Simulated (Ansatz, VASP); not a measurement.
**Cross-check of Ta (Ta(321) slab) between VASP and Ansatz**

One calculation is typed for both programs; each brings its own data sets. How far apart do they land? The cell is taken from a series of runs on this material, whose earlier steps may have relaxed, scaled, displaced or heated it; both programs get it as it stands.

Method: plane waves, with VASP 6.6.1 beside it; single point at r2SCAN, in Ansatz 0.2.0.

## 1. The starting structure

The cell holds 30 atoms: 30 Ta. Cell: a = 5.750 Å, b = 7.424 Å, c = 27.422 Å, α = 90.0°, β = 90.0°, γ = 75.0°. It derives from Ta. Slab of Ta cut on (3 2 1), 12.4 A thick, 2 x 1 surface cells, both faces free; (so at first; earlier steps may have moved the atoms). Lattice constants are starting values near those of PBE. Vacuum lies along c.

## 2. Ansatz: single point, r2SCAN

Ansatz runs on its default PAW (the set named soft_2) files.

With cell and atoms fixed, the geometry can't cause a difference; cores, projectors, grids and the points listed under the comparison can.

input.yaml

```yaml
crystal:
  lattice:
    - [5.75041, 0.0, 0.0]
    - [1.9168, 7.17202, 0.0]
    - [0.0, 0.0, 27.4223]
  atoms:
    - { symbol: Ta, position: [0.44796, 0.71992, 0.2815] }
    - { symbol: Ta, position: [0.14925, 0.06134, 0.30779] }
    - { symbol: Ta, position: [0.35524, 0.42723, 0.33718] }
    - { symbol: Ta, position: [0.07841, 0.78483, 0.37249] }
    - { symbol: Ta, position: [0.28766, 0.14428, 0.40194] }
    - { symbol: Ta, position: [0.00189, 0.49747, 0.43544] }
    - { symbol: Ta, position: [0.21619, 0.85746, 0.46773] }
    - { symbol: Ta, position: [0.42857, 0.21429, 0.5] }
    - { symbol: Ta, position: [0.14096, 0.57111, 0.53227] }
    - { symbol: Ta, position: [0.35525, 0.9311, 0.56456] }
    - { symbol: Ta, position: [0.06948, 0.28429, 0.59806] }
    - { symbol: Ta, position: [0.27873, 0.64375, 0.62751] }
    - { symbol: Ta, position: [0.00191, 0.00134, 0.66282] }
    - { symbol: Ta, position: [0.20789, 0.36723, 0.69221] }
    - { symbol: Ta, position: [0.40919, 0.70866, 0.7185] }
    - { symbol: Ta, position: [0.94796, 0.71992, 0.2815] }
    - { symbol: Ta, position: [0.64925, 0.06134, 0.30779] }
    - { symbol: Ta, position: [0.85524, 0.42723, 0.33718] }
    - { symbol: Ta, position: [0.57841, 0.78483, 0.37249] }
    - { symbol: Ta, position: [0.78766, 0.14428, 0.40194] }
    - { symbol: Ta, position: [0.50189, 0.49747, 0.43544] }
    - { symbol: Ta, position: [0.71619, 0.85746, 0.46773] }
    - { symbol: Ta, position: [0.92857, 0.21429, 0.5] }
    - { symbol: Ta, position: [0.64096, 0.57111, 0.53227] }
    - { symbol: Ta, position: [0.85525, 0.9311, 0.56456] }
    - { symbol: Ta, position: [0.56948, 0.28429, 0.59806] }
    - { symbol: Ta, position: [0.77873, 0.64375, 0.62751] }
    - { symbol: Ta, position: [0.50191, 0.00134, 0.66282] }
    - { symbol: Ta, position: [0.70789, 0.36723, 0.69221] }
    - { symbol: Ta, position: [0.90919, 0.70866, 0.7185] }
kpoints:
  mp_grid: { grid: [6, 5, 1] }
hamiltonian:
  xc: r2scan
scf:
  occupations: { method: fermi_dirac, width: 0.1 }
output:
  forces: true
```

Launch:

```bash
$ ansatz run input.yaml --threads 6 --pin off --max-ram 102400MiB --backend cuda --events-out ev --progress --plain --runs-dir out
```

Numbers of over 12 decimals in the logs are rounded to 6 here.

Output:

```text
Warning: the atoms were moved onto the symmetric positions of the space group found under crystal.symmetry.tolerance 1.0e-5 (fractional; no operation is sought that the atoms, as they stand in a round, miss by more than twice it, and no atom is moved by as much as it), and the run uses the moved positions. Before a round's move an operation carried an atom to 6.72e-5 Å from where it should land, the largest such dist [...]
Engine: ansatz 0.2.0, x86_64-unknown-linux-gnu
Pseudopotentials: kind: paw
Pseudopotential: Ta, paw, valence charge 13, recommended cutoff 500 eV (meta_gga), Ta.paw.azcp
Functional definition: r2SCAN
  parameter k0 = 0.174
  parameter k1 = 0.065
  parameter a1 = 4.9479
  exchange = r2scan_x(k0 = k0, k1 = k1, a1 = a1)
  correlation = r2scan_c
device memory: the entry about to start is reckoned to put 18.3 GiB on a device that reports 78.6 GiB free
GPU FFT provider: cuFFT
GPU libraries: cuBLAS 13.8.2, cuFFT 12.4.0, cuSOLVER 12.3.4
Crystal: 30 atoms, lattice volume = 1130.952 Å³
Basis set: ecut = 500 eV, 28779 PW (Γ), exchange–correlation on 180×240×800 points (64 copies of the dense FFT grid, shifted against one another)
Bands: 234, of which v1, the nominal top of the filled ones, is band 195 counted from 1 (194 counted from 0)
Symmetry: 4 space group operations
Space group: P-1 (ITA 2), of the structure as read, at distance tolerance 1.0e-4 Å
k-points: 16 of 30
Non-local potential: Ta, projectors of the file, l = 0: 3, l = 1: 2, l = 2: 2, l = 3: 1
PAW form: soft (Blöchl's): semilocal exchange-correlation on the pseudo side does not see the compensation charge
PAW frozen core: Ta, regenerated for the run's functional (the file was generated under x = pbe(κ = 0.804, μ = 0.219515), c = pbe(β = 0.066725))
PAW one-centre angular grid: Ta, 590 points (default); XC on 160 Gauss nodes
Initial density: superposition of atomic densities (neutral atoms: chi_scale 0, normalization atom), corrected by the library's trained network
Initial wavefunctions: pseudopotential atomic-orbital guess
GPU buffer pool allocated for 540000 grid points (all kernels)
GPU transforms: local potential: pruned to the plane-wave sphere, on 45×54×200; band sums: pruned to the plane-wave sphere, on 45×60×200
Functional: x = r2scan, c = r2scan; τ floored in thin density (d = 2e-4 eV/Å³)
SCF iter   1: F=—  HF=-298315.925222 eV  |F-HF|=—  |Δ(HF+E_count)|=         —  Δρ=1.13e-2  dr2=5.05e1  dr2_τ=6.56e-1  ethr=1.77e-3  ⟨swp⟩=10.7  Hψ=19140  notcnv=0  defer=1
preconditioner: auto → LDOS  [metal: Δε(μ)=0.004 eV  Ē_g=3.955 eV  σ=0.100 eV  W_gap=0.01  n_scr=222 (ndim 8)  ℏωp=13.5 eV  f_vac=0.451  D(μ)=34.57/eV (n_scr^D=238)  β→1.0]
SCF iter   2: F=—  HF=-298315.367693 eV  |F-HF|=—  |Δ(HF+E_count)|=   5.58e-1  Δρ=3.68e-3  dr2=2.24e0  dr2_τ=1.68e-1  ethr=1.77e-3  ⟨swp⟩=4.1  Hψ=5970  notcnv=0  defer=54
SCF iter   3: F=—  HF=-298315.436292 eV  |F-HF|=—  |Δ(HF+E_count)|=   6.86e-2  Δρ=9.85e-4  dr2=1.90e-1  dr2_τ=1.21e-3  ethr=5.74e-4  ⟨swp⟩=2.5  Hψ=4090  notcnv=0  defer=54
SCF iter   4: F=—  HF=-298315.437340 eV  |F-HF|=—  |Δ(HF+E_count)|=   1.05e-3  Δρ=2.85e-4  dr2=7.87e-3  dr2_τ=8.27e-5  ethr=4.87e-5  ⟨swp⟩=1.9  Hψ=3941  notcnv=0  defer=54
SCF iter   5: F=—  HF=-298315.432488 eV  |F-HF|=—  |Δ(HF+E_count)|=   4.85e-3  Δρ=8.67e-5  dr2=3.57e-4  dr2_τ=1.29e-5  ethr=2.02e-6  ⟨swp⟩=2.0  Hψ=4799  notcnv=0  defer=54
SCF iter   6: F=—  HF=-298315.432523 eV  |F-HF|=—  |Δ(HF+E_count)|=   3.46e-5  Δρ=2.89e-5  dr2=2.81e-5  dr2_τ=8.74e-7  ethr=9.16e-8  ⟨swp⟩=2.7  Hψ=6022  notcnv=0  defer=54
SCF iter   7: F=—  HF=-298315.435058 eV  |F-HF|=—  |Δ(HF+E_count)|=   2.53e-3  Δρ=1.17e-5  dr2=1.02e-5  dr2_τ=3.39e-7  ethr=7.20e-9  ⟨swp⟩=3.1  Hψ=8134  notcnv=0  defer=54
SCF iter   8: F=—  HF=-298315.435058 eV  |F-HF|=—  |Δ(HF+E_count)|=   6.64e-7  Δρ=3.93e-6  dr2=9.21e-7  dr2_τ=1.98e-8  ethr=2.62e-9  ⟨swp⟩=2.0  Hψ=4903  notcnv=0  defer=54
SCF iter   9: F=-298315.435058 eV  HF=-298315.435058 eV  |F-HF|=8.09e-9  |Δ(HF+E_count)|=   1.46e-7  Δρ=1.26e-6  dr2=5.42e-8  dr2_τ=2.81e-9  ethr=2.56e-11  ⟨swp⟩=6.0  Hψ=14898  notcnv=0
SCF 1 converged in 9 iterations: F = -298315.435058 eV  dr2 = 5.42e-8
  greatest PAW one-centre occupation: 0.998 electrons in one spin orbital (limit 2), on the Ta atom at site 29 (counted from 0), in its partial waves of l = 0
SCF converged after 9 iterations
Free energy (F): -298315.435058 eV
Harris-Foulkes:  -298315.435058 eV  (|F-HF|=8.09e-9)
Internal energy: -298314.155181 eV  (E = F + TS)
E sigma→0 (E₀):  -298314.795120 eV
Entropy (-TS):   -1.279877 eV (-42.663 meV/atom)
Fermi energy:    6.813632 eV
--- Per-component energies (eV) ---
  E_band       = -8092.775297
  E_kinetic    = 10973.145450
  E_local      = -430361.490893  (includes V_loc(G=0)·N_el)
  E_nonlocal   = 452.474353
  E_hartree    = 210372.843571
  E_xc         = -6109.252735
  E_vxc        = -6631.962962  (∫ρ·V_xc dr)
  E_paw        = -252685.707725  (= ΣΔE_a)
  E_vpaw       = -3607.820331  (= ΣTr[D̂ρ^β])
  E_aug_tail   = 0.002364  (compensation charges beyond the density's cutoff)
  E_vtau       = 337.311511  (kinetic-family band-sum trace: ∫τ·v_τ [+ j·A + Jᵃ·Aᵃ] dr)
  E_ewald      = 169066.518842
  E_core_change = -22.688408  (= ΣΔE_core)
  E_smearing   = -1.279877  (= −TS)
  E_closure    = -0.000000  (closes the sum)
  Σ components = -298315.435058   (vs F -298315.435058, Δ=0.00e0)
--- Forces (eV/Å), atoms counted from 1 ---
  atom   1  Ta    -0.01188513     0.04996322     0.19033595
  atom   2  Ta     0.00999654    -0.06046830     0.11817114
  atom   3  Ta    -0.00433878     0.00047305     0.08581039
  atom   4  Ta    -0.02599195    -0.00246276    -0.04202321
  atom   5  Ta     0.01853069    -0.00743609    -0.00619351
  atom   6  Ta     0.00126483     0.01903502     0.02058402
  atom   7  Ta    -0.00527481     0.00976891    -0.05786044
  atom   8  Ta     0.00000000     0.00000000     0.00000000
  atom   9  Ta     0.00527481    -0.00976891     0.05786044
  atom  10  Ta    -0.00126483    -0.01903502    -0.02058402
  atom  11  Ta    -0.01853069     0.00743609     0.00619351
  atom  12  Ta     0.02599195     0.00246276     0.04202321
  atom  13  Ta     0.00433878    -0.00047305    -0.08581039
  atom  14  Ta    -0.00999654     0.06046830    -0.11817114
  atom  15  Ta     0.01188513    -0.04996322    -0.19033595
  atom  16  Ta    -0.01188513     0.04996322     0.19033595
  atom  17  Ta     0.00999654    -0.06046830     0.11817114
  atom  18  Ta    -0.00433878     0.00047305     0.08581039
  atom  19  Ta    -0.02599195    -0.00246276    -0.04202321
  atom  20  Ta     0.01853069    -0.00743609    -0.00619351
  atom  21  Ta     0.00126483     0.01903502     0.02058402
  atom  22  Ta    -0.00527481     0.00976891    -0.05786044
  atom  23  Ta     0.00000000     0.00000000     0.00000000
  atom  24  Ta     0.00527481    -0.00976891     0.05786044
  atom  25  Ta    -0.00126483    -0.01903502    -0.02058402
  atom  26  Ta    -0.01853069     0.00743609     0.00619351
  atom  27  Ta     0.02599195     0.00246276     0.04202321
  atom  28  Ta     0.00433878    -0.00047305    -0.08581039
  atom  29  Ta    -0.00999654     0.06046830    -0.11817114
  atom  30  Ta     0.01188513    -0.04996322    -0.19033595
  max |Σ_I F_I| component: 6.94e-18 eV/Å
```

The column dr2 measures how far the density is from self-consistency, as an energy; F and HF (Harris–Foulkes) agree once it is small.

(Part 1 of 2 ends here.)

[Lines on the potential files, build, host, timing and source positions are cut from VASP's logs without a mark.]

[Logs are printed without paths, hosts, clocks, repeated set-up lines and the standing remarks that a program may print on its own settings, such as how far it seeks lower states.]

[Hosts, paths, dates, database ids (printed as entryN), source tags and the programs' standing remarks are cut or masked in the printed files.]
